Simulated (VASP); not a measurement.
Level of theory: LDA (Ceperley-Alder, Perdew-Zunger), VASP's LDA PAW potentials (set 64) (plane waves; VASP).

Input for VASP

**POSCAR**
```
C
1
    0.0000000000     1.7667625060     1.7667625060
    1.7667625060    -0.0000000000     1.7667625060
    1.7667625060     1.7667625060    -0.0000000000
C
2
Direct
  0.0000000000   0.0000000000   0.0000000000
  0.2500000000   0.2500000000   0.2500000000
```

**INCAR**
```
SYSTEM = C
PREC = Accurate
ENCUT = 620
EDIFF = 1E-6
NELM = 100
ALGO = Normal
LREAL = .FALSE.
LASPH = .TRUE.
ISMEAR = 0
SIGMA = 0.05
LWAVE = .FALSE.
LCHARG = .FALSE.
IBRION = 2
ISIF = 3
NSW = 40
EDIFFG = -0.02
```

File KPOINTS:
```
Automatic mesh
0
Gamma
13 13 13
0 0 0
```

POTCAR, in this order: C (LDA.64 set). Program: vasp_std.

The resulting files:

OSZICAR:
```
       N       E                     dE             d eps       ncg     rms          rms(c)
DAV:   1     0.181546739532E+01    0.18155E+01   -0.55972E+03  1376   0.114E+03
DAV:   2    -0.209625107856E+02   -0.22778E+02   -0.22118E+02  2112   0.126E+02
DAV:   3    -0.211167702477E+02   -0.15426E+00   -0.15426E+00  1432   0.135E+01
DAV:   4    -0.211171875710E+02   -0.41732E-03   -0.41732E-03  1928   0.613E-01
DAV:   5    -0.211171876973E+02   -0.12628E-06   -0.12628E-06  1416   0.819E-03    0.587E+00
DAV:   6    -0.204775680408E+02    0.63962E+00   -0.51892E-01  1384   0.561E+00    0.341E+00
DAV:   7    -0.202549666147E+02    0.22260E+00   -0.57322E-01  1632   0.588E+00    0.766E-01
DAV:   8    -0.202541497694E+02    0.81685E-03   -0.23831E-03  1376   0.603E-01    0.263E-02
DAV:   9    -0.202541492677E+02    0.50174E-06   -0.12312E-05  1656   0.391E-02    0.238E-02
DAV:  10    -0.202541504631E+02   -0.11954E-05   -0.51276E-07  1392   0.840E-03    0.344E-03
DAV:  11    -0.202541504517E+02    0.11392E-07   -0.20553E-08   704   0.145E-03
   1 F= -.20254150E+02 E0= -.20254150E+02  d E =-.202542E+02
```

**OUTCAR**
```
------------------------ aborting loop because EDIFF is reached ----------------------------------------
  FORCE on cell =-STRESS in cart. coord.  units (eV):
  Direction    XX          YY          ZZ          XY          YZ          ZX
  --------------------------------------------------------------------------------------
  Total       -0.0000774     -0.0000774     -0.0000774     -0.0000000     -0.0000000      0.0000000
  in kB       -0.0112431     -0.0112431     -0.0112431     -0.0000000     -0.0000000      0.0000000
  external PRESSURE =      -0.0112431 kB  Pullay stress =       0.0000000 kB
  volume of cell :       11.03
      direct lattice vectors                 reciprocal lattice vectors
     0.000000000  1.766762506  1.766762506    -0.283003515  0.283003515  0.283003515
     1.766762506  0.000000000  1.766762506     0.283003515 -0.283003515  0.283003515
     1.766762506  1.766762506  0.000000000     0.283003515  0.283003515 -0.283003515
 POSITION                                       TOTAL-FORCE (eV/Angst)
 -----------------------------------------------------------------------------------
      0.00000      0.00000      0.00000        -0.000000     -0.000000     -0.000000
      0.88338      0.88338      0.88338         0.000000      0.000000      0.000000
 -----------------------------------------------------------------------------------
    total drift:                                0.000000      0.000000      0.000000
  FREE ENERGIE OF THE ION-ELECTRON SYSTEM (eV)
  ---------------------------------------------------
  free  energy   TOTEN  =       -20.2541504517 eV

  energy  without entropy=      -20.2541504517  energy(sigma->0) =      -20.25415045

 reached required accuracy - stopping structural energy minimisation
```
(Selected blocks of OUTCAR.)

File OUTCAR:
```
 val. band max:       10.1359594572   @ k =   0.0000   0.0000   0.0000

 cond. band min:      14.3120651384   @ k =   0.3846   0.3846   0.0000


 Fermi energy:        10.4442392854

 k-point     1 :       0.0000    0.0000    0.0000
  band No.  band energies     occupation
      1     -11.5590      2.00000
      2      10.1360      2.00000
      3      10.1360      2.00000
      4      10.1360      2.00000
      5      15.7584      0.00000
      6      15.7584      0.00000
      7      15.7584      0.00000
      8      24.3382      0.00000

 k-point     2 :       0.0769    0.0000    0.0000
  band No.  band energies     occupation
      1     -11.3921      2.00000
      2       9.0589      2.00000
      3       9.8492      2.00000
      4       9.8492      2.00000
      5      16.1330      0.00000
      6      16.1330      0.00000
      7      16.4184      0.00000
      8      24.4317      0.00000

 k-point     3 :       0.1538    0.0000    0.0000
  band No.  band energies     occupation
      1     -10.8932      2.00000
      2       6.7666      2.00000
      3       9.2044      2.00000
      4       9.2044      2.00000
      5      16.9778      0.00000
      6      16.9778      0.00000
      7      17.5301      0.00000
      8      24.6984      0.00000

 k-point     4 :       0.2308    0.0000    0.0000
  band No.  band energies     occupation
      1     -10.0676      2.00000
      2       4.1352      2.00000
      3       8.5086      2.00000
      4       8.5086      2.00000
      5      17.8241      0.00000
      6      17.8242      0.00000
      7      18.4172      0.00000
      8      25.0802      0.00000

 k-point     5 :       0.3077    0.0000    0.0000
  band No.  band energies     occupation
      1      -8.9271      2.00000
      2       1.4963      2.00000
      3       7.9219      2.00000
      4       7.9219      2.00000
      5      18.3711      0.00000
      6      18.3711      0.00000
      7      19.0040      0.00000
...
```

The compound is C in the diamond structure. It was relaxed first.
